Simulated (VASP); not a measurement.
# MoRu (P-6m2) in VASP: further runs, part 2 of 3

VASP 6.6.1. Earlier steps stand in the parts before.

**3. Single point, LDA (strain -0.030 along x and y, -0.015 along z, atoms carried along)**

INCAR reads:

```
PREC     = Accurate       # precision mode
ENCUT    = 520            # plane-wave cutoff, eV
EDIFF    = 1E-7           # SCF threshold, eV
ISMEAR   = 0              # smearing method
SIGMA    = 0.15           # smearing width, eV
LREAL    = F              # projectors in reciprocal space
LASPH    = T              # aspherical terms in the spheres
NELM     = 100            # most SCF steps
ALGO     = Fast           # electronic algorithm
ISIF     = 2              # what is computed and relaxed
LWAVE    = F              # write WAVECAR
LCHARG   = F              # write CHGCAR
NBANDS   = 21             # bands
```

KPOINTS reads:

```
Automatic mesh
0
Gamma
  21 21 12
```

POSCAR reads:

```
MoRu
1.0
    2.6940923521      0.0000000000      0.0000000000
   -1.3470461761      2.3331524171      0.0000000000
    0.0000000000      0.0000000000      4.3967513950
Mo Ru
1 1
Direct
    0.6666666667      0.3333333333      0.0000000000
    0.3333333333      0.6666666667      0.5000000000
```

Potentials or basis: VASP PAW LDA potentials, release 64 (Mo_sv, Ru_pv).

The run is started by

```console
$ cat potpaw_LDA.64/Mo_sv/POTCAR potpaw_LDA.64/Ru_pv/POTCAR > POTCAR
$ mpirun -np 1 vasp_std > vasp.out
```

OUTCAR:

```text
PREC = Accurate
   ENCUT = 520
   EDIFF = 1E-7
   ISMEAR = 0
   LREAL = F
   LASPH = T
   NELM = 100
   ISIF = 2

 ion  position               nearest neighbor table
   1  0.667  0.333  0.000-   2 2.69   2 2.69   2 2.69   2 2.69   2 2.69   2 2.69
   2  0.333  0.667  0.500-   1 2.69   1 2.69   1 2.69   1 2.69   1 2.69   1 2.69

  LATTYP: Found a hexagonal cell.
 ALAT       =     2.6940923521
 C/A-ratio  =     1.6319972816

  Lattice vectors:

 A1 = (   2.6940923521,   0.0000000000,   0.0000000000)
 A2 = (  -1.3470461761,   2.3331524171,   0.0000000000)
 A3 = (   0.0000000000,   0.0000000000,   4.3967513950)

Analysis of symmetry for initial positions (statically):
=====================================================================
 Subroutine PRICEL returns:
 Original cell was already a primitive cell.

 Routine SETGRP: Setting up the symmetry group for a
 hexagonal supercell.

 Subroutine GETGRP returns: Found 12 space group operations
 (whereof 12 operations were pure point group operations)
 out of a pool of 24 trial point group operations.

The static configuration has the point symmetry D_3h.

Analysis of symmetry for dynamics (positions and initial velocities):
=====================================================================
 Subroutine PRICEL returns:
 Original cell was already a primitive cell.

 Routine SETGRP: Setting up the symmetry group for a
 hexagonal supercell.

 Subroutine GETGRP returns: Found 12 space group operations
 (whereof 12 operations were pure point group operations)
 out of a pool of 24 trial point group operations.

The dynamic configuration has the point symmetry D_3h.

 Subroutine INISYM returns: Found 12 space group operations
 (whereof 12 operations are pure point group operations),
 and found     1 'primitive' translations

----------------------------------------------------------------------------------------
[... 110 lines left out ...]
   IALGO  =     68    algorithm
   IMIX   =      4    mixing-type and parameters
     AMIX     =   0.40;   BMIX     =  1.00
     AMIX_MAG =   1.60;   BMIX_MAG =  1.00
  volume/ion in A,a.u.               =      13.82        93.25
  Fermi-wavevector in a.u.,A,eV,Ry     =   1.644239  3.107162 36.783659  2.703523
  Thomas-Fermi vector in A             =   2.734239
   LORBIT       =      0    0 simple, 1 ext, 2 COOP (PROOUT), +10 PAW based schemes
   GGA     = CA    functional components
   LHFCALC =     F    Hartree Fock is set to
   AEXX    =    0.0000 exact exchange contribution
   IVDW    =     0    specifies the selected vdW correction
   LEPSILON=     F    determine dielectric tensor
   LRPA    =     F    only Hartree local field effects (RPA)
 non-spin polarized calculation
 RMM-DIIS sequential band-by-band and
 Gauss-broadening in eV      SIGMA  =   0.15
  energy-cutoff  :      520.00
  volume of cell :       27.64
 maximum number of plane-waves:       768
 NGX is ok and might be reduce to    20
   NGX =  9   NGY =  9   NGZ = 17

 number of electron      28.0000001 magnetization

 Free energy of the ion-electron system (eV)
  ---------------------------------------------------
  ext. energy  EPLUGINS =         0.00000000
  ---------------------------------------------------
  free energy    TOTEN  =       -22.68835711 eV

  energy without entropy =      -22.66901578  energy(sigma->0) =      -22.67868645

 E-fermi :  13.1437     XC(G=0): -14.2808

 val. band max:       13.1431918661   @ k =   0.2857   0.2381   0.5000
 cond. band min:      13.1456780507   @ k =   0.3810   0.0476   0.5000
 fundamental gap:      0.0024861846
 Fermi energy:        13.1437281416

 k-point     1 :       0.0000    0.0000    0.0000
  band No.  band energies     occupation
      1     -47.2600      2.00000
      2     -29.3065      2.00000
      3     -28.8623      2.00000
      4     -28.8623      2.00000
      5     -21.5425      2.00000
      6     -20.6659      2.00000
[... 565 lines left out ...]
     20      23.6596      0.00000
     21      24.1376      0.00000

 [... further k-points ...]

------------------------ aborting loop because EDIFF is reached ----------------------------------------

  FORCE on cell =-STRESS in cart. coord.  units (eV):
  Direction    XX          YY          ZZ          XY          YZ          ZX
  --------------------------------------------------------------------------------------
  -------------------------------------------------------------------------------------
  Total        1.5568935      1.5568935      0.3256816     -0.0000000      0.0000000      0.0000000
  in kB       90.2572248     90.2572249     18.8806227     -0.0000000      0.0000000      0.0000000
  external PRESSURE =      66.4650241 kB  Pullay stress =       0.0000000 kB

 VOLUME and BASIS-vectors are now :
 -----------------------------------------------------------------------------
  energy-cutoff  :      520.00
  volume of cell :       27.64
      direct lattice vectors                 reciprocal lattice vectors
     2.694092352  0.000000000  0.000000000     0.371182524  0.214302330  0.000000000
    -1.347046176  2.333152417  0.000000000     0.000000000  0.428604661  0.000000000
     0.000000000  0.000000000  4.396751395     0.000000000  0.000000000  0.227440651

 POSITION                                       TOTAL-FORCE (eV/Angst)
 -----------------------------------------------------------------------------------
      1.34705      0.77772      0.00000         0.000000     -0.000000      0.000000
     -0.00000      1.55543      2.19838        -0.000000      0.000000      0.000000
 -----------------------------------------------------------------------------------
    total drift:                               -0.000000      0.000000     -0.000000

  FREE ENERGIE OF THE ION-ELECTRON SYSTEM (eV)
  ---------------------------------------------------
  free  energy   TOTEN  =       -22.6883571130 eV

  energy  without entropy=      -22.6690157788  energy(sigma->0) =      -22.67868645
```

stdout:

```text
POSCAR found type information on POSCAR MoRu
 POSCAR found :  2 types and       2 ions
 scaLAPACK will be used
 LDA part: xc-table for (Slater(with rela. corr.)+CA(PZ))
 , standard interpolation
 POSCAR, INCAR and KPOINTS ok, starting setup
 FFT: planning ... GRIDC
 FFT: planning ... GRID_SOFT
 FFT: planning ... GRID
 WAVECAR not read
 entering main loop
```

It took 1.8 min on 1 thread of Intel Xeon Platinum 8488C (Sapphire Rapids), shared host; peak memory 0.28 GiB.

What came out:

```yaml
Free_energy: -22.6884 eV
Pressure: 6.6 GPa
Band_gap_on_the_k_mesh: none (metal or under the smearing width)
```

Stress tensor (GPa, compression positive):
```
9.03 0.00 0.00
0.00 9.03 0.00
0.00 0.00 1.89
```

**4. Single point, LDA (strain +0.000 along x and y, -0.030 along z, atoms carried along)**

INCAR reads:

```
SYSTEM = MoRu
ALGO = Fast ; EDIFF = 1E-6
ENCUT = 520 ; ISIF = 2
ISMEAR = 0 ; LASPH = .TRUE.
LCHARG = .FALSE. ; LREAL = .FALSE.
LWAVE = .FALSE. ; NBANDS = 21
NELM = 100 ; PREC = Accurate
SIGMA = 0.15
```

KPOINTS reads:

```
k-points
0
G
  21 21 12
  0 0 0
```

POSCAR reads:

```
MoRu
1.0
    2.7774147960      0.0000000000      0.0000000000
   -1.3887073980      2.4053117702      0.0000000000
    0.0000000000      0.0000000000      4.3297957900
Mo Ru
1 1
Direct
    0.6666666667      0.3333333333      0.0000000000
    0.3333333333      0.6666666667      0.5000000000
```

Potentials or basis: VASP PAW LDA potentials, release 64 (Mo_sv, Ru_pv).

The run is started by

```console
$ cat potpaw_LDA.64/Mo_sv/POTCAR potpaw_LDA.64/Ru_pv/POTCAR > POTCAR
$ mpirun -np 1 vasp_std > vasp.out
```

OUTCAR:

```text
SYSTEM = MoRu
   EDIFF = 1E-6
   ENCUT = 520
   ISIF = 2
   ISMEAR = 0
   LASPH = .TRUE.
   LREAL = .FALSE.
   NELM = 100
   PREC = Accurate

 ion  position               nearest neighbor table
   1  0.667  0.333  0.000-   2 2.69   2 2.69   2 2.69   2 2.69   2 2.69   2 2.69
   2  0.333  0.667  0.500-   1 2.69   1 2.69   1 2.69   1 2.69   1 2.69   1 2.69

  LATTYP: Found a hexagonal cell.
 ALAT       =     2.7774147960
 C/A-ratio  =     1.5589301952

  Lattice vectors:

 A1 = (   2.7774147960,   0.0000000000,   0.0000000000)
 A2 = (  -1.3887073980,   2.4053117702,   0.0000000000)
 A3 = (   0.0000000000,   0.0000000000,   4.3297957900)

Analysis of symmetry for initial positions (statically):
=====================================================================
 Subroutine PRICEL returns:
 Original cell was already a primitive cell.

 Routine SETGRP: Setting up the symmetry group for a
 hexagonal supercell.

 Subroutine GETGRP returns: Found 12 space group operations
 (whereof 12 operations were pure point group operations)
 out of a pool of 24 trial point group operations.

The static configuration has the point symmetry D_3h.

Analysis of symmetry for dynamics (positions and initial velocities):
=====================================================================
 Subroutine PRICEL returns:
 Original cell was already a primitive cell.

 Routine SETGRP: Setting up the symmetry group for a
 hexagonal supercell.

 Subroutine GETGRP returns: Found 12 space group operations
 (whereof 12 operations were pure point group operations)
 out of a pool of 24 trial point group operations.

The dynamic configuration has the point symmetry D_3h.

 Subroutine INISYM returns: Found 12 space group operations
 (whereof 12 operations are pure point group operations),
 and found     1 'primitive' translations

----------------------------------------------------------------------------------------

                                     Primitive cell

  volume of cell :      28.9254

  direct lattice vectors                    reciprocal lattice vectors
     2.777414796  0.000000000  0.000000000     0.360047049  0.207873260  0.000000000
    -1.388707398  2.405311770  0.000000000     0.000000000  0.415746521  0.000000000
     0.000000000  0.000000000  4.329795790     0.000000000  0.000000000  0.230957775

  length of vectors
     2.777414796  2.777414796  4.329795790     0.415746521  0.415746521  0.230957775

  position of ions in fractional coordinates (direct lattice)
     0.666666667  0.333333333  0.000000000
     0.333333333  0.666666667  0.500000000

  ion indices of the primitive-cell ions
   primitive index   ion index
                 1           1
                 2           2

----------------------------------------------------------------------------------------

 KPOINTS: k-points

Automatic generation of k-mesh.
 Grid dimensions read from file:
 generate k-points for:   21   21   12

 Generating k-lattice:

  Cartesian coordinates                     Fractional coordinates (reciprocal lattice)
     0.017145098  0.009898727  0.000000000     0.047619048  0.000000000  0.000000000
     0.000000000  0.019797453  0.000000000     0.000000000  0.047619048  0.000000000
     0.000000000  0.000000000  0.019246481     0.000000000  0.000000000  0.083333333

  Length of vectors
     0.019797453  0.019797453  0.019246481

  Shift w.r.t. Gamma in fractional coordinates (k-lattice)
     0.000000000  0.000000000  0.000000000

 Subroutine IBZKPT returns following result:
 ===========================================

 Found    336 irreducible k-points:

 Following reciprocal coordinates:
            Coordinates               Weight
  0.000000  0.000000  0.000000      1.000000
  0.047619  0.000000  0.000000      6.000000
  0.095238  0.000000  0.000000      6.000000
  0.142857 -0.000000  0.000000      6.000000
  0.190476  0.000000  0.000000      6.000000
  0.238095  0.000000  0.000000      6.000000
[... 16 lines left out ...]
  0.142857  0.095238  0.000000     12.000000
  0.190476  0.095238  0.000000     12.000000
 [... further k-points ...]
   k-points           NKPTS =    336   k-points in BZ     NKDIM =    336   number of bands    NBANDS=     21
   number of dos      NEDOS =    301   number of ions     NIONS =      2
   total plane-waves  NPLWV =  18432
   dimension x,y,z NGX =    24 NGY =   24 NGZ =   32
   dimension x,y,z NGXF=    48 NGYF=   48 NGZF=   64
   ions per type =               1   1
   NGX,Y,Z   is equivalent  to a cutoff of  14.37, 14.37, 12.29 a.u.
   NGXF,Y,Z  is equivalent  to a cutoff of  28.73, 28.73, 24.57 a.u.
 SYSTEM =  MoRu
   PREC   = accura    normal or accurate (medium, high low for compatibility)
   ISTART =      0    job   : 0-new  1-cont  2-samecut
   ICHARG =      2    charge: 1-file 2-atom 10-const
   ISPIN  =      1    spin polarized calculation?
   LNONCOLLINEAR =      F non collinear calculations
   LSORBIT =      F    spin-orbit coupling
   LASPH  =      T    aspherical Exc in radial PAW
   ENCUT  =  520.0 eV  38.22 Ry    6.18 a.u.   5.16  5.16  8.05*2*pi/ulx,y,z
   NELM   =    100;   NELMIN=  2; NELMDL= -5     # of ELM steps
   EDIFF  = 0.1E-05   stopping-criterion for ELM
   LREAL  =      F    real-space projection
   EDIFFG = 0.1E-04   stopping-criterion for IOM
   NSW    =      0    number of steps for IOM
   IBRION =     -1    ionic relax: 0-MD 1-quasi-New 2-CG
   NFREE  =      0    steps in history (QN), initial steepest desc. (CG)
   ISIF   =      2    stress and relaxation
   ISYM   =      2    0-nonsym 1-usesym 2-fastsym
   POTIM  = 0.5000    time-step for ionic-motion
   TEBEG  =    0.0;   TEEND  =   0.0 temperature during run
   PSTRESS=    0.0 pullay stress
   NELECT =      28.0000    total number of electrons
   NUPDOWN=      -1.0000    fix difference up-down
   EMIN   =  10.00;   EMAX   =-10.00  energy-range for DOS
   EFERMI =   0.00;   METHOD = LEGACY
   ISMEAR =     0;   SIGMA  =   0.15  broadening in eV -4-tet -1-fermi 0-gaus
   EFERMI_NEDOS =   21; number of points for ismear=-14 and -15
   IALGO  =     68    algorithm
   IMIX   =      4    mixing-type and parameters
     AMIX     =   0.40;   BMIX     =  1.00
     AMIX_MAG =   1.60;   BMIX_MAG =  1.00
  volume/ion in A,a.u.               =      14.46        97.60
  Fermi-wavevector in a.u.,A,eV,Ry     =   1.619450  3.060318 35.682908  2.622620
  Thomas-Fermi vector in A             =   2.713549
   LORBIT       =      0    0 simple, 1 ext, 2 COOP (PROOUT), +10 PAW based schemes
   GGA     = CA    functional components
   LHFCALC =     F    Hartree Fock is set to
   AEXX    =    0.0000 exact exchange contribution
   IVDW    =     0    specifies the selected vdW correction
   LEPSILON=     F    determine dielectric tensor
   LRPA    =     F    only Hartree local field effects (RPA)
 non-spin polarized calculation
 RMM-DIIS sequential band-by-band and
 Gauss-broadening in eV      SIGMA  =   0.15
  energy-cutoff  :      520.00
  volume of cell :       28.93
 maximum number of plane-waves:       794
 NGX is ok and might be reduce to    24
   NGX = 11   NGY = 11   NGZ = 17

 number of electron      28.0000003 magnetization

 Free energy of the ion-electron system (eV)
  ---------------------------------------------------
  ext. energy  EPLUGINS =         0.00000000
  ---------------------------------------------------
  free energy    TOTEN  =       -22.67472355 eV

  energy without entropy =      -22.65249957  energy(sigma->0) =      -22.66361156

 E-fermi :  12.3497     XC(G=0): -14.0098

 val. band max:       12.3493510605   @ k =   0.2857   0.0000   0.1667
 cond. band min:      12.3517274275   @ k =   0.2857   0.0000   0.0000
 fundamental gap:      0.0023763670
 Fermi energy:        12.3496889947

 k-point     1 :       0.0000    0.0000    0.0000
  band No.  band energies     occupation
      1     -48.0235      2.00000
      2     -30.0417      2.00000
      3     -29.6942      2.00000
      4     -29.6942      2.00000
      5     -22.2991      2.00000
      6     -21.6285      2.00000
[... 13 lines left out ...]
     20      23.7527      0.00000
     21      26.2953      0.00000
[... 529 lines left out ...]
 k-point    24 :       0.1905    0.0952    0.0000
  band No.  band energies     occupation
      1     -47.9277      2.00000
      2     -29.9842      2.00000
      3     -29.9789      2.00000
      4     -29.7792      2.00000
      5     -22.2452      2.00000
      6     -22.2313      2.00000
[... 13 lines left out ...]
     20      22.8933      0.00000
     21      23.3561      0.00000

 [... further k-points ...]

------------------------ aborting loop because EDIFF is reached ----------------------------------------

  FORCE on cell =-STRESS in cart. coord.  units (eV):
  Direction    XX          YY          ZZ          XY          YZ          ZX
  --------------------------------------------------------------------------------------
  -------------------------------------------------------------------------------------
  Total       -1.8573621     -1.8573621     -0.1454921      0.0000000      0.0000000      0.0000000
  in kB     -102.8792119   -102.8792119     -8.0587991      0.0000000      0.0000000      0.0000000
  external PRESSURE =     -71.2724076 kB  Pullay stress =       0.0000000 kB

 VOLUME and BASIS-vectors are now :
 -----------------------------------------------------------------------------
  energy-cutoff  :      520.00
  volume of cell :       28.93
      direct lattice vectors                 reciprocal lattice vectors
     2.777414796  0.000000000  0.000000000     0.360047049  0.207873260  0.000000000
    -1.388707398  2.405311770  0.000000000     0.000000000  0.415746521  0.000000000
     0.000000000  0.000000000  4.329795790     0.000000000  0.000000000  0.230957775

 POSITION                                       TOTAL-FORCE (eV/Angst)
 -----------------------------------------------------------------------------------
      1.38871      0.80177      0.00000        -0.000000      0.000000      0.000000
     -0.00000      1.60354      2.16490         0.000000      0.000000      0.000000
 -----------------------------------------------------------------------------------
    total drift:                               -0.000000      0.000000      0.000000

  FREE ENERGIE OF THE ION-ELECTRON SYSTEM (eV)
  ---------------------------------------------------
  free  energy   TOTEN  =       -22.6747235509 eV

  energy  without entropy=      -22.6524995713  energy(sigma->0) =      -22.66361156
```

stdout:

```text
POSCAR found type information on POSCAR MoRu
 POSCAR found :  2 types and       2 ions
 scaLAPACK will be used
 LDA part: xc-table for (Slater(with rela. corr.)+CA(PZ))
 , standard interpolation
 POSCAR, INCAR and KPOINTS ok, starting setup
 FFT: planning ... GRIDC
 FFT: planning ... GRID_SOFT
 FFT: planning ... GRID
 WAVECAR not read
 entering main loop
```

It took 90 s on 1 thread of Intel Xeon Platinum 8488C (Sapphire Rapids), shared host; peak memory 0.29 GiB.

Results:

```yaml
Free_energy: -22.6747 eV
Pressure: -7.1 GPa
Band_gap_on_the_k_mesh: none (metal or under the smearing width)
```

Stress tensor (GPa, compression positive):
```
-10.29   0.00   0.00
  0.00 -10.29   0.00
  0.00   0.00  -0.81
```

(Part 2 of 3 ends here.)
